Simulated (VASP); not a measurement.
```xyz
1
Lattice="-3.0361 3.0361 3.0361 3.0361 -3.0361 3.0361 3.0361 3.0361 -3.0361" Properties=species:S:1:pos:R:3 pbc="T T T"
Cs     0.0000     0.0000     0.0000
```

All values below come from PW91 GGA, VASP's PBE PAW potentials (set 64) (plane waves; VASP). Run with 520 eV cut-off, 9×9×9 Γ-centred mesh, first-order Methfessel-Paxton smearing of 0.10 eV, potentials Cs_sv.

**Question.** The job: Cs (bcc), 1 atom, PW91, static run, 520 eV, 9×9×9 Γ-centred mesh. Roughly how much core time does it take on a busy server core?

**Answer.** About 20 core-seconds (one run on a shared machine, a rough figure). It had 35 irreducible k-points, 8 bands, up to 3043 plane waves and 12 electronic steps.

The compound is Cs in the bcc structure. This cell is one point of a volume scan, at 0.97 of the reference volume.
